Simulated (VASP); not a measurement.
Energy against volume of Re (hcp). All values below come from revPBE GGA, VASP's PBE PAW potentials (set 64) (plane waves; VASP). Run with 520 eV cut-off, 15×15×8 Γ-centred mesh, first-order Methfessel-Paxton smearing of 0.10 eV, potentials Re.

Shape and ions are relaxed at each volume.

| V (Å³/atom) | E (eV/atom) |
|---|---|
| 14.590 | -11.92593 |
| 15.042 | -11.94218 |
| 15.493 | -11.92753 |
| 15.944 | -11.88678 |

Question: Fit these four points and predict the energy of the run at 14.139 Å³/atom.

Answer: A cubic in V^(−2/3), the third-order Birch-Murnaghan form, passes through the four points with V0 = 15.04 Å³/atom and B0 = 365 GPa, and gives -11.8733 eV/atom there. The run gave -11.8731 eV/atom, +0.1 meV/atom from the fit; all five points give B0 = 365 GPa.

The compound is Re in the hcp structure. It was relaxed first.
